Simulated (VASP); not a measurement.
An input for Quantum ESPRESSO's pw.x (written as the equivalent of a VASP run, and not itself run):

```
&CONTROL
  calculation = 'vc-relax'
  pseudo_dir = './pseudo'
  outdir = './out'
  tprnfor = .true.
  tstress = .true.
  nstep = 40
  forc_conv_thr = 0.00078
/
&SYSTEM
  ibrav = 0
  nat = 3
  ntyp = 2
  ecutwfc = 84
  occupations = 'smearing'
  smearing = 'methfessel-paxton'
  degauss = 0.00735
  input_dft = 'pz'
/
&ELECTRONS
  conv_thr = 7.3e-08
  electron_maxstep = 100
/
&IONS
/
&CELL
  press = 100
/
ATOMIC_SPECIES
  Mg 24.305 Mg.upf
  Sn 118.710 Sn.upf
CELL_PARAMETERS angstrom
     0.0000000    3.1601091    3.1601091
     3.1601091   -0.0000000    3.1601091
     3.1601091    3.1601091   -0.0000000
ATOMIC_POSITIONS crystal
  Mg   0.2500000  0.2500000  0.2500000
  Mg   0.7500000  0.7500000  0.7500000
  Sn   0.0000000  0.0000000  0.0000000
K_POINTS automatic
  8 8 8 0 0 0
```

### Question
Translate this input to VASP (INCAR, KPOINTS, POSCAR, choice of POTCAR).

### Answer
Several could match; the one computed here: 
**KPOINTS**
```
Automatic mesh
0
Gamma
8 8 8
0 0 0
```

**INCAR**
```
SYSTEM=Mg2Sn
PREC=Accurate; ENCUT=500; LREAL=F
LASPH=T
EDIFF=1E-6; NELM=100; ALGO=Normal
LMAXMIX=4
ISMEAR=1; SIGMA=0.1
IBRION=2; NSW=40; ISIF=3
EDIFFG=-0.02; PSTRESS=100
LWAVE=F; LCHARG=F
```

File POSCAR:
```
Mg2Sn
1
    0.0000000000     3.1601091418     3.1601091418
    3.1601091418    -0.0000000000     3.1601091418
    3.1601091418     3.1601091418    -0.0000000000
Mg Sn
2 1
Direct
  0.2500000000   0.2500000000   0.2500000000
  0.7500000000   0.7500000000   0.7500000000
  0.0000000000   0.0000000000   0.0000000000
```

POTCAR, in this order: Mg Sn_d (LDA.64 set). Program: vasp_std.

What does not carry over: the potentials are each code's own (VASP's PAW set, PseudoDojo norm-conserving files in pw.x), so ENCUT and ecutwfc are chosen apart and not converted; conv_thr bounds pw.x's estimated SCF error, while EDIFF bounds the energy change between steps; forc_conv_thr acts on force components and is met together with etot_conv_thr.

The compound is Mg2Sn in the antifluorite structure. It was relaxed first under an external pressure of 10 GPa.
